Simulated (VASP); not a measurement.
OSZICAR of a VASP run on CdS (zinc blende):

OSZICAR:
```
       N       E                     dE             d eps       ncg     rms          rms(c)
DAV:   1     0.112376918818E+03    0.11238E+03   -0.91524E+03   520   0.126E+03
DAV:   2    -0.161211745099E+01   -0.11399E+03   -0.10894E+03   600   0.295E+02
DAV:   3    -0.673664094558E+01   -0.51245E+01   -0.51085E+01   625   0.658E+01
DAV:   4    -0.677595203921E+01   -0.39311E-01   -0.39304E-01   570   0.569E+00
DAV:   5    -0.677655488970E+01   -0.60285E-03   -0.60284E-03   635   0.691E-01    0.729E+00
DAV:   6    -0.621070510048E+01    0.56585E+00   -0.11739E+00   747   0.148E+01    0.590E+00
DAV:   7    -0.619436669570E+01    0.16338E-01   -0.20158E-01   540   0.363E+00    0.313E+00
DAV:   8    -0.619412925082E+01    0.23744E-03   -0.19319E-02   575   0.208E+00    0.263E-01
DAV:   9    -0.619388079837E+01    0.24845E-03   -0.24963E-03   600   0.808E-01    0.752E-02
DAV:  10    -0.619405028124E+01   -0.16948E-03   -0.29993E-04   540   0.161E-01    0.801E-02
DAV:  11    -0.619412736946E+01   -0.77088E-04   -0.11554E-04   553   0.121E-01    0.162E-02
DAV:  12    -0.619411798835E+01    0.93811E-05   -0.40547E-05   622   0.904E-02    0.714E-03
DAV:  13    -0.619411902102E+01   -0.10327E-05   -0.38918E-06   545   0.145E-02    0.308E-03
DAV:  14    -0.619411899796E+01    0.23059E-07   -0.17000E-07   380   0.304E-03
   1 F= -.61941190E+01 E0= -.61941190E+01  d E =-.619412E+01
```

Which electronic solver shows in the log?

It is blocked Davidson (ALGO = Normal, or the opening steps of other solvers). The INCAR had ALGO = Normal.

Can the final energy be trusted as converged?

Self-consistency was reached. It stopped with EDIFF = 1E-6, NELM = 100, NSW = 60 and EDIFFG = -0.01 after 1 ionic step (PW91 GGA, plane waves, VASP's PBE PAW potentials (set 64)).

The compound is CdS in the zinc blende structure, a metastable form; wurtzite is the usual one. It was relaxed first, which changed the volume by +6 %. The start is the result of an earlier pass.
